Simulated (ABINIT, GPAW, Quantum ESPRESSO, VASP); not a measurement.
Code comparison for Bi₂LaClO₄ (P4/mmm, 8 atoms in the cell)

Self-consistent single point.

```xyz
8
Lattice="3.9889 0.0000 0.0000 0.0000 3.9889 0.0000 0.0000 0.0000 9.3332" Properties=species:S:1:pos:R:3 pbc="T T T"
La     0.0000     0.0000     0.0000
Bi     1.9944     1.9944     2.5982
Bi     1.9944     1.9944     6.7350
Cl     0.0000     0.0000     4.6666
O      0.0000     1.9944     1.5088
O      0.0000     1.9944     7.8244
O      1.9944     0.0000     1.5088
O      1.9944     0.0000     7.8244
```

All programs got the same cell, k-point mesh and kind of occupations (in VASP's words: KPOINTS grid = 6 6 3; KPOINTS shift = 0 0 0; ISMEAR = -1; SIGMA = 0.02 eV); potentials, basis and cutoffs are each program's usual ones.

```csv
code,model,pressure (GPa),largest force (eV/Å),gap on the mesh (eV),cutoff
VASP,"LDA (PZ), VASP's LDA PAW potentials (set 64)",-9.50,0.518,1.225,400 eV
ABINIT,"LDA (PW92), PAW (JTH v2.0 LDA PAW)",-7.41,0.618,1.225,707 eV
Quantum ESPRESSO,"LDA (PZ), PseudoDojo standard norm-conserving (PBE) pseudopotentials",-6.47,0.470,1.174,110 Ry
GPAW,"LDA (Perdew-Wang 92), GPAW PAW datasets LDA (gpaw-data 1.0.1)",–,0.649,1.216,900 eV
```

Size of the force on each atom (eV/Å): Sizes of forces hide their directions.

| code | La1 | Bi2 | Bi3 | Cl4 | O5 | O6 | O7 | O8 |
|---|---|---|---|---|---|---|---|---|
| VASP | 0.000 | 0.518 | 0.518 | 0.000 | 0.110 | 0.110 | 0.110 | 0.110 |
| ABINIT | 0.000 | 0.618 | 0.618 | 0.000 | 0.203 | 0.203 | 0.203 | 0.203 |
| Quantum ESPRESSO | 0.000 | 0.470 | 0.470 | 0.000 | 0.113 | 0.113 | 0.113 | 0.113 |
| GPAW | 0.000 | 0.649 | 0.649 | 0.000 | 0.197 | 0.197 | 0.197 | 0.197 |

A dash marks a value that a program does not give, or that is left out as unsure.

Gaps are read on the mesh.

The spread over the programs that give each value: pressure within 3.03 GPa; largest force within 0.179 eV/Å; gap on the mesh within 0.051 eV.

The starting cell comes from a database of computed structures (which also holds hypothetical and non-ambient phases and stackings), without a prior relaxation at this level. On VASP's run: Spin-orbit coupling is off. In the base run, with a pressure of about -9 GPa the cell is away from its equilibrium volume at this level.

Why do the programs differ, and what cannot be compared?

Differences of this kind can come from the potentials, where these differ, and from what each basis and cutoff leave unconverged. The zero of total energies and Fermi levels follows the potentials and each program's conventions, so they are not compared here. The pressure of GPAW is left out: its cutoff lies under the one at which its stress was checked. The same LDA comes in different parametrisations, which differ slightly. In the pressure, VASP (by 2.08) lies more than 1 GPa from the median of the plane-wave programs. In the force vectors, Quantum ESPRESSO (by 0.098) and GPAW (by 0.081) lie more than 0.08 eV/Å from the median of the plane-wave programs.

VASP's run is marked for a possible Pulay error in its stress at this cutoff; no cutoff test was made.

Left out of this page: Ansatz, CP2K and FLEUR (not drawn, or without a comparable value).
